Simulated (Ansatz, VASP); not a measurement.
## Cross-check of AlNi between VASP and Ansatz

Wanted: the spread between two codes on one cell, functional and k mesh. The cell is taken from a series of runs on this material, whose earlier steps may have relaxed, scaled, displaced or heated it; both programs get it as it stands.

Main program and level: Ansatz 0.2.0; plane waves, with VASP 6.6.1 beside it; zone-centre phonons at LDA.

## Step 1: The starting structure

It takes space group Pm-3m (No. 221, cubic). The conventional cell has a = 2.774 Å, b = 2.774 Å, c = 2.774 Å, α = 90.00°, β = 90.00°, γ = 90.00°. Al has 8 Ni at 2.40 Å nearest. Ni has 8 Al at 2.40 Å nearest. Farther neighbours are not listed.

Structure file:

```cif
data_structure
_symmetry_space_group_name_H-M 'Pm-3m'
_symmetry_Int_Tables_number 221
_cell_length_a 2.7741
_cell_length_b 2.7741
_cell_length_c 2.7741
_cell_angle_alpha 90.000
_cell_angle_beta 90.000
_cell_angle_gamma 90.000
_cell_volume 21.35
loop_
_atom_site_label
_atom_site_type_symbol
_atom_site_symmetry_multiplicity
_atom_site_Wyckoff_symbol
_atom_site_fract_x
_atom_site_fract_y
_atom_site_fract_z
_atom_site_occupancy
Al1 Al 1 a 0.00000 0.00000 0.00000 1
Ni1 Ni 1 b 0.50000 0.50000 0.50000 1
```

## Step 2: VASP: zone-centre phonons, LDA, pair 1

Second derivatives magnify differences that forces hide, and they need a tight electronic threshold.

Lines of VASP's logs that name or quote its potential files are left out, and so is its time.

INCAR

```
SYSTEM = AlNi
PREC = Accurate
ENCUT = 600
EDIFF = 1E-08
NELM = 120
ISMEAR = 1
SIGMA = 0.2
LREAL = .FALSE.
ALGO = Normal
GGA = PW92
NBANDS = 12
LASPH = .TRUE.
LORBIT = 11
LWAVE = .FALSE.
LCHARG = .FALSE.
ISIF = 2
IBRION = 8
GGA_COMPAT = .FALSE.
KPAR = 2
```

POSCAR

```
AlNi
1.0
    2.7741061853      0.0000000000      0.0000000000
    0.0000000000      2.7741061853      0.0000000000
    0.0000000000      0.0000000000      2.7741061853
Al Ni
1 1
Direct
    0.0000000000      0.0000000000      0.0000000000
    0.5000000000      0.5000000000      0.5000000000
```

KPOINTS

```
Automatic mesh
0
Gamma
16 16 16
0 0 0
```

The projector-augmented-wave data sets are Al and Ni (LDA family, release 64).

Run with:

```
mpirun -np 2 vasp_std
```

Numbers of over 12 decimals in the logs are rounded to 6 here.

What it wrote:

```text
[banner, memory and clock lines left out]
running    2 mpi-ranks, on    1 nodes
 distrk:  each k-point on    1 cores,    2 groups
 distr:  one band on    1 cores,    1 groups

 POSCAR found type information on POSCAR AlNi
 POSCAR found :  2 types and       2 ions
|                                                                             |
|               ----> ADVICE to this user running VASP <----                  |
|                                                                             |
|     You enforced a specific xc type in the INCAR file but a different       |
|     [... a line on the potential file left out ...]
|     I HOPE YOU KNOW WHAT YOU ARE DOING!                                     |
|                                                                             |

 LDA part: xc-table for (Slater(with rela. corr.)+PW92), standard interpolation
 POSCAR, INCAR and KPOINTS ok, starting setup
 FFT: planning ... GRIDC
 FFT: planning ... GRID_SOFT
 FFT: planning ... GRID
 WAVECAR not read
 entering main loop
       N       E                     dE             d eps       ncg     rms          rms(c)
DAV:   1     0.445399870746E+02    0.44540E+02   -0.61952E+03  4000   0.132E+03
DAV:   2    -0.117847816045E+02   -0.56325E+02   -0.52032E+02  4056   0.215E+02
DAV:   3    -0.136011146332E+02   -0.18163E+01   -0.17926E+01  4848   0.445E+01
DAV:   4    -0.136240994415E+02   -0.22985E-01   -0.22975E-01  4412   0.449E+00
DAV:   5    -0.136246482818E+02   -0.54884E-03   -0.54882E-03  4740   0.772E-01    0.126E+01
DAV:   6    -0.148053588050E+02   -0.11807E+01   -0.41526E+01  4376   0.108E+02    0.134E+01
DAV:   7    -0.121649099997E+02    0.26404E+01   -0.12636E+01  4400   0.648E+01    0.115E+00
DAV:   8    -0.121495910515E+02    0.15319E-01   -0.20633E-01  4772   0.503E+00    0.107E+00
DAV:   9    -0.121331495880E+02    0.16441E-01   -0.44796E-02  4800   0.329E+00    0.160E-01
DAV:  10    -0.121328612461E+02    0.28834E-03   -0.82232E-04  4692   0.405E-01    0.919E-02
DAV:  11    -0.121328603203E+02    0.92581E-06   -0.29196E-05  5868   0.610E-02    0.278E-02
DAV:  12    -0.121328597472E+02    0.57305E-06   -0.25116E-06  5008   0.270E-02    0.465E-03
DAV:  13    -0.121328596610E+02    0.86251E-07   -0.33736E-07  5932   0.594E-03    0.190E-03
DAV:  14    -0.121328596636E+02   -0.26221E-08   -0.11653E-08  2752   0.994E-04
   1 F= -.12132860E+02 E0= -.12133152E+02  d E =0.878142E-03
 Linear response reoptimize wavefunctions to high precision
DAV:   1    -0.121328596632E+02    0.37062E-09   -0.65532E-09  4244   0.139E-03
DAV:   2    -0.121328596632E+02    0.16144E-10   -0.70574E-11  2240   0.805E-05
 Linear response DOF=           2
 Linear response progress:
  Degree of freedom:   1/  2
       N       E                     dE             d eps       ncg     rms          rms(c)
RMM:   1    -0.600452913969E-02   -0.60045E-02    0.18224E-03 21271   0.682E-01
RMM:   2    -0.566515894708E-02    0.33937E-03   -0.58240E-05 14463   0.242E-01    0.639E-02
RMM:   3    -0.564756769936E-02    0.17591E-04   -0.11457E-04 15901   0.889E-02    0.315E-02
RMM:   4    -0.571965946898E-02   -0.72092E-04   -0.47637E-05 15777   0.546E-02    0.589E-03
RMM:   5    -0.572606709902E-02   -0.64076E-05   -0.40467E-06 16141   0.129E-02    0.183E-03
RMM:   6    -0.572593118367E-02    0.13592E-06   -0.25442E-07 16366   0.287E-03    0.696E-04
RMM:   7    -0.572603457381E-02   -0.10339E-06   -0.16149E-08 15363   0.106E-03    0.586E-04
RMM:   8    -0.572622018051E-02   -0.18561E-06   -0.58960E-09 17028   0.330E-04    0.254E-04
RMM:   9    -0.572620160612E-02    0.18574E-07   -0.65640E-10 16713   0.141E-04    0.257E-05
RMM:  10    -0.572619500498E-02    0.66011E-08    0.80845E-11 17158   0.377E-05    0.566E-06
 first order change of Fermi-energy  -0.85979E-04
 force on displaced ion       1 direction 1 :  -8.240  -0.000   0.000
 Linear response progress:
  Degree of freedom:   2/  2
       N       E                     dE             d eps       ncg     rms          rms(c)
RMM:   1    -0.187859367456E+00   -0.18786E+00   -0.98023E-02 14198   0.271E+00
RMM:   2    -0.186452129935E+00    0.14072E-02   -0.18881E-03 14447   0.535E-01    0.139E-01
RMM:   3    -0.186428970950E+00    0.23159E-04   -0.14455E-04 15458   0.105E-01    0.819E-02
RMM:   4    -0.186849606960E+00   -0.42064E-03   -0.20328E-04 16608   0.112E-01    0.584E-03
RMM:   5    -0.186831006808E+00    0.18600E-04   -0.40214E-06 16855   0.225E-02    0.437E-03
RMM:   6    -0.186825230110E+00    0.57767E-05   -0.38983E-07 15129   0.777E-03    0.253E-03
RMM:   7    -0.186815644515E+00    0.95856E-05   -0.12769E-07 17323   0.313E-03    0.420E-04
RMM:   8    -0.186812217094E+00    0.34274E-05   -0.55129E-09 17585   0.730E-04    0.909E-05
RMM:   9    -0.186811633399E+00    0.58369E-06   -0.49179E-10 17237   0.209E-04    0.260E-05
RMM:  10    -0.186811412350E+00    0.22105E-06    0.67665E-11 17327   0.742E-05    0.134E-05
RMM:  11    -0.186811467487E+00   -0.55137E-07   -0.91223E-11 17463   0.345E-05    0.212E-06
RMM:  12    -0.186811475094E+00   -0.76072E-08   -0.13048E-11 18176   0.147E-05    0.133E-06
 first order change of Fermi-energy   0.25353E-02
 force on displaced ion       2 direction 1 :  -8.236   0.000  -0.000
 Linear response finished
```

OUTCAR, selected parts (step 2):

```text
ion  position               nearest neighbor table
   1  0.000  0.000  0.000-   2 2.40   2 2.40   2 2.40   2 2.40   2 2.40   2 2.40   2 2.40   2 2.40

  LATTYP: Found a simple cubic cell.
 ALAT       =     2.7741061853

 Subroutine GETGRP returns: Found 48 space group operations
 (whereof 48 operations were pure point group operations)

The static configuration has the point symmetry O_h .

 Found    165 irreducible k-points:

   k-points           NKPTS =    165   k-points in BZ     NKDIM =    165   number of bands    NBANDS=     12

   dimension x,y,z NGX =    24 NGY =   24 NGZ =   24
   dimension x,y,z NGXF=    48 NGYF=   48 NGZF=   48

   ENCUT  =  600.0 eV  44.10 Ry    6.64 a.u.   5.54  5.54  5.54*2*pi/ulx,y,z

   NELECT =      13.0000    total number of electrons

 k-points in reciprocal lattice and weights: Automatic mesh
   0.00000000  0.00000000  0.00000000       0.000
   0.06250000  0.00000000  0.00000000       0.001
   0.12500000  0.00000000  0.00000000       0.001
   0.18750000  0.00000000  0.00000000       0.001
   0.25000000  0.00000000  0.00000000       0.001
   0.31250000  0.00000000  0.00000000       0.001
   0.37500000  0.00000000  0.00000000       0.001
   0.43750000  0.00000000  0.00000000       0.001
   0.50000000  0.00000000  0.00000000       0.001
[...]
0.50000000  0.50000000  0.43750000       0.001
   0.50000000  0.50000000  0.50000000       0.000

 average (electrostatic) potential at core
       1 -66.6745       2 -80.2278

  Total        1.7880303      1.7880303      1.7880303     -0.0000000     -0.0000000      0.0000000
  in kB      134.1887848    134.1887848    134.1887848     -0.0000000     -0.0000000      0.0000000
  external PRESSURE =     134.1887848 kB  Pullay stress =       0.0000000 kB

  energy-cutoff  :      600.00
  volume of cell :       21.35
      direct lattice vectors                 reciprocal lattice vectors
     2.774106185  0.000000000  0.000000000     0.360476468  0.000000000  0.000000000
     0.000000000  2.774106185  0.000000000     0.000000000  0.360476468  0.000000000
     0.000000000  0.000000000  2.774106185     0.000000000  0.000000000  0.360476468

 POSITION                                       TOTAL-FORCE (eV/Angst)
 -----------------------------------------------------------------------------------
      0.00000      0.00000      0.00000         0.000000      0.000000      0.000000
      1.38705      1.38705      1.38705         0.000000      0.000000      0.000000
 -----------------------------------------------------------------------------------
    total drift:                                0.000000      0.000000     -0.000000

 Eigenvectors and eigenvalues of the dynamical matrix
 ----------------------------------------------------

   1 f  =   10.437314 THz    65.579581 2PiTHz  348.151335 cm-1    43.165245 meV
             X         Y         Z           dx          dy          dz
      0.000000  0.000000  0.000000     0.762109    0.323057    0.000000
      1.387053  1.387053  1.387053    -0.516594   -0.218984   -0.000000

   2 f  =   10.437314 THz    65.579581 2PiTHz  348.151335 cm-1    43.165245 meV
             X         Y         Z           dx          dy          dz
      0.000000  0.000000  0.000000     0.323057   -0.762109   -0.000000
      1.387053  1.387053  1.387053    -0.218984    0.516594    0.000000

   3 f  =   10.437314 THz    65.579581 2PiTHz  348.151335 cm-1    43.165245 meV
             X         Y         Z           dx          dy          dz
      0.000000  0.000000  0.000000     0.000000    0.000000    0.827754
      1.387053  1.387053  1.387053    -0.000000    0.000000   -0.561092

   4 f/i=    0.001276 THz     0.008020 2PiTHz    0.042579 cm-1     0.005279 meV
             X         Y         Z           dx          dy          dz
      0.000000  0.000000  0.000000     0.560852   -0.015636   -0.004977
      1.387053  1.387053  1.387053     0.827400   -0.023067   -0.007342

   5 f/i=    0.001276 THz     0.008020 2PiTHz    0.042579 cm-1     0.005279 meV
             X         Y         Z           dx          dy          dz
      0.000000  0.000000  0.000000     0.012686    0.305248    0.470623
      1.387053  1.387053  1.387053     0.018715    0.450319    0.694290

   6 f/i=    0.001276 THz     0.008020 2PiTHz    0.042579 cm-1     0.005279 meV
             X         Y         Z           dx          dy          dz
      0.000000  0.000000  0.000000     0.010407    0.470535   -0.305471
      1.387053  1.387053  1.387053     0.015354    0.694159   -0.450648

 ELASTIC MODULI CONTR FROM IONIC RELAXATION (kBar)
 Direction    XX          YY          ZZ          XY          YZ          ZX
 --------------------------------------------------------------------------------
 XX           0.0000      0.0000      0.0000      0.0000      0.0000      0.0000
 YY           0.0000      0.0000      0.0000      0.0000      0.0000      0.0000
 ZZ           0.0000      0.0000      0.0000      0.0000      0.0000      0.0000
 XY           0.0000      0.0000      0.0000      0.0000      0.0000      0.0000
 YZ           0.0000      0.0000      0.0000      0.0000      0.0000      0.0000
 ZX           0.0000      0.0000      0.0000      0.0000      0.0000      0.0000
 --------------------------------------------------------------------------------
```

This run has no spin polarisation, so a moment on Ni, if there is one, isn't seen. Its electron count is odd, so without a moment it is a metal by construction.

## Step 3: Ansatz: zone-centre phonons, LDA, pair 1

Ansatz runs on its PAW soft_1 files.

The same cell, functional (in two slightly different forms), mesh and smearing now go to Ansatz, which takes its cutoff from its data sets.

input.yaml

```yaml
crystal:
  lattice:
    - [2.7741061853, 0.0, 0.0]
    - [0.0, 2.7741061853, 0.0]
    - [0.0, 0.0, 2.7741061853]
  atoms:
    - { symbol: Al, position: [0.0, 0.0, 0.0] }
    - { symbol: Ni, position: [0.5, 0.5, 0.5] }
kpoints:
  mp_grid: { grid: [16, 16, 16] }
hamiltonian:
  xc: lda
  pseudopotentials: { kind: paw, azcp: { folder: soft_1 }, xc_functional: pbe }
scf:
  occupations: { method: methfessel_paxton, width: 0.2 }
output:
  eigenvalues: true
phonons:
  method: dfpt
```

Run with:

```
ansatz run input.yaml --threads 4 --pin off --max-ram 10240MiB --backend cpu --events-out ev --progress --plain --runs-dir out
```

What it wrote:

```text
Engine: ansatz 0.2.0, aarch64-unknown-linux-gnu
Pseudopotentials: kind: paw
Pseudopotential: Al, paw, valence charge 3, recommended cutoff 420 eV (normal), soft_1/Al.paw.azcp
Pseudopotential: Ni, paw, valence charge 18, recommended cutoff 420 eV (normal), soft_1/Ni.paw.azcp
Functional definition: SPW92
  exchange = slater_x
  correlation = pw_c
Crystal: 2 atoms, lattice volume = 21.349 Å³
Basis set: ecut = 420 eV, 437 PW (Γ), exchange–correlation on 40×40×40 points (8 copies of the dense FFT grid, shifted against one another)
Bands: 15, of which v1, the nominal top of the filled ones, is band 11 counted from 1 (10 counted from 0)
Symmetry: 48 space group operations
k-points: 405 of 4096 (irreducible under 8 space group operations, time reversal used)
Non-local potential: Al, projectors of the file, l = 0: 2, l = 1: 2, l = 2: 1
Non-local potential: Ni, projectors of the file, l = 0: 3, l = 1: 2, l = 2: 3, l = 3: 1
PAW form: soft (Blöchl's): semilocal exchange-correlation on the pseudo side does not see the compensation charge
PAW frozen core: Al, regenerated for the run's functional, and the local potential with it (the file was generated under x = pbe(κ = 0.804, μ = 0.219515), c = pbe(β = 0.066725))
PAW frozen core: Ni, regenerated for the run's functional, and the local potential with it (the file was generated under x = pbe(κ = 0.804, μ = 0.219515), c = pbe(β = 0.066725))
PAW one-centre angular grid: Al, 110 points (default); XC on 64 Gauss nodes
PAW one-centre angular grid: Ni, 590 points (default); XC on 64 Gauss nodes
Initial density: superposition of atomic densities (chi_scale 0.1, normalization cell, long waves kept (reshape's long-wave potential 0.00 eV rms))
Initial wavefunctions: pseudopotential atomic-orbital guess
Functional: x = slater, c = lda
SCF iter   1: F=—  HF=-6287.968690 eV  |F-HF|=—  |Δ(HF+E_count)|=         —  Δρ=6.03e-2  dr2=9.02e-1  ethr=3.10e-3  ⟨swp⟩=4.1  Hψ=27035  notcnv=0
preconditioner: auto → none  [metal: Δε(μ)=0.049 eV  Ē_g=10.958 eV  σ=0.200 eV  W_gap=0.21  n_scr=6 (ndim 8)  ℏωp=29.0 eV  f_vac=0.000  D(μ)=0.56/eV (n_scr^D=0)  sad-step TF]
SCF iter   2: F=—  HF=-6287.808747 eV  |F-HF|=—  |Δ(HF+E_count)|=   1.60e-1  S|Δr|=    0.00e0  Δρ=5.17e-2  dr2=6.43e-1  ethr=3.10e-3  ⟨swp⟩=2.0  Hψ=10517  notcnv=0  defer=57
SCF iter   3: F=—  HF=-6287.626268 eV  |F-HF|=—  |Δ(HF+E_count)|=   1.82e-1  S|Δr|=    0.00e0  Δρ=7.09e-3  dr2=1.54e-2  ethr=3.06e-3  ⟨swp⟩=2.0  Hψ=7694  notcnv=0  defer=57
SCF iter   4: F=—  HF=-6287.621481 eV  |F-HF|=—  |Δ(HF+E_count)|=   4.79e-3  S|Δr|=    0.00e0  Δρ=9.65e-4  dr2=4.66e-5  ethr=7.33e-5  ⟨swp⟩=2.0  Hψ=10776  notcnv=0  defer=86
SCF iter   5: F=—  HF=-6287.621562 eV  |F-HF|=—  |Δ(HF+E_count)|=   8.13e-5  S|Δr|=    0.00e0  Δρ=1.42e-3  dr2=2.18e-4  ethr=2.22e-7  ⟨swp⟩=2.0  Hψ=10303  notcnv=0  defer=86
SCF iter   6: F=—  HF=-6287.621544 eV  |F-HF|=—  |Δ(HF+E_count)|=   1.83e-5  S|Δr|=    0.00e0  Δρ=2.23e-5  dr2=1.31e-7  ethr=2.22e-7  ⟨swp⟩=2.9  Hψ=10286  notcnv=0  defer=86
SCF iter   7: F=—  HF=-6287.621554 eV  |F-HF|=—  |Δ(HF+E_count)|=   1.06e-5  S|Δr|=    0.00e0  Δρ=2.68e-6  dr2=5.35e-10  ethr=6.22e-10  ⟨swp⟩=2.3  Hψ=8521  notcnv=0  defer=95
SCF iter   8: F=-6287.621554 eV  HF=-6287.621554 eV  |F-HF|=6.37e-12  |Δ(HF+E_count)|=  1.15e-10  S|Δr|=    0.00e0  Δρ=2.70e-7  dr2=8.52e-12  ethr=1.00e-12  ⟨swp⟩=5.3  Hψ=30640  notcnv=0
the search or the solves at the SCF's close seem to have found levels that the self-consistency loop had missed (the run counts 3). By its estimate they hold under 1e-12 electrons; where the run keeps them, the occupations were computed again with them
SCF 1 converged in 8 iterations: F = -6287.621554 eV  dr2 = 8.52e-12
  greatest PAW one-centre occupation: 1.001 electrons in one spin orbital (limit 2), on the Ni atom at site 1 (counted from 0), in its partial waves of l = 1
DFPT response loops at Γ: preconditioner auto → Kerker (q_TF=auto, 2.721 Å⁻¹) (partly filled bands, converged f_vac=0.000); β = 1.00, the filter's whole step (`scf.mixing.beta` (0.50) is not read by the response loops under this deck's `scf.mixing.preconditioner`; to damp them name `kerker` or `kerker_dos`, under which they read `scf.mixing.beta`, and type it under 1.00, their step now; both keys bind the ground state too); Broyden in place of MSR1
SCF converged after 8 iterations
Stability not checked: this state was not tested for a lower state beside it, because cold or Methfessel-Paxton smearing, or corrected tetrahedra, fill the levels in a way that the test cannot read (fill_not_monotonic; see scf.lower_state_search)
Free energy (F): -6287.621554 eV
Harris-Foulkes:  -6287.621554 eV  (|F-HF|=6.37e-12)
Internal energy: -6287.622432 eV  (E = F + TS)
E sigma→0 (E₀):  -6287.621774 eV
Entropy (-TS):   0.000878 eV (0.439 meV/atom)
Fermi energy:    15.555422 eV
--- Per-component energies (eV) ---
  E_band       = -306.657507
  E_kinetic    = 373.688381
  E_local      = -3592.046411  (includes V_loc(G=0)·N_el)
  E_nonlocal   = -101.419860
  E_hartree    = 1900.205894
  E_xc         = -153.606548
  E_vxc        = -180.182803  (∫ρ·V_xc dr)
  E_paw        = -2037.997969  (= ΣΔE_a)
  E_vpaw       = -607.109426  (= ΣTr[D̂ρ^β])
  E_aug_tail   = 0.001071  (compensation charges beyond the density's cutoff)
  E_ewald      = -2676.936829
  E_core_change = 0.489838  (= ΣΔE_core)
  E_smearing   = 0.000878  (= −TS)
  E_closure    = 0.000000  (closes the sum)
  Σ components = -6287.621554   (vs F -6287.621554, Δ=0.00e0)
--- Band table (eV; the first three rows and the last of 405) ---
  k-point 0: bands = [... 7 lower, 13.7584, 13.7584, 13.7584, 21.5104, 21.5104, 21.5104, 24.1057, 24.1057]
  k-point 1: bands = [... 7 lower, 13.7215, 13.7215, 13.7625, 20.6629, 21.6129, 21.6129, 24.1021, 24.8925]
  k-point 2: bands = [... 7 lower, 13.6196, 13.6196, 13.7742, 19.2037, 21.9127, 21.9127, 24.0915, 26.1474]
  k-point 404: bands = [... 7 lower, 14.4203, 14.4203, 17.4486, 17.4486, 17.4486, 20.1999, 20.5820, 20.5820]
--- Phonons (Γ-DFPT): 2 representative perturbations + reference, on 405 of 4096 k-points (Σ response iterations 6) ---
  k mesh reduced under 8 symmetry operations, with k and −k counted as one. Each operation leaves every solved perturbation unchanged. A smaller set is not used because it would not reduce the number of displacements times k-points to solve
  ASR residual: 1.615e-4 → 0.000e0 eV/Å²; symmetrization residual: 4.838e-7 eV/Å²
  ASR residual per site (eV/Å²): 1.22e-5 1.61e-4
  Γ frequencies (cm⁻¹): 0.00 0.00 0.00 345.97 345.97 345.97
  non-analytic LO–TO correction: not included (Born effective charges unavailable; polar crystals: no LO–TO splitting at Γ)
```

In the SCF lines HF is the Harris–Foulkes energy and dr2 the Hartree energy of the density residual, in eV; the loop may stop once dr2 is under the threshold and the program's other checks hold. Hψ counts applications of the Hamiltonian.

## Step 4: Differences

Known differences besides the potentials themselves: the data sets hold 21 valence electrons in Ansatz (on its PAW soft_1 files) and 13 in VASP; the cutoff is 420 eV in Ansatz and 600 eV in VASP; VASP's log shows a relativistic correction to its local exchange, Ansatz's none. Total energies have different zeros and are not compared.

Both answers:

| quantity | Ansatz | VASP | difference |
| --- | --- | --- | --- |
| optical mode 1 to 3 (cm⁻¹) | 346.0 | 348.2 | -0.63 % |

Modes are paired by rising frequency, not by their patterns, so a pair may set unlike modes beside each other; they are those without the splitting of longitudinal modes.

(Part 1 of 2 ends here.)

[Lines on the potential files, build, host, timing and source positions are cut from VASP's logs without a mark.]

[Logs are printed without paths, hosts, clocks, repeated set-up lines and the standing remarks that a program may print on its own settings, such as how far it seeks lower states.]

[Hosts, paths, dates, database ids (printed as entryN), source tags and the programs' standing remarks are cut or masked in the printed files.]
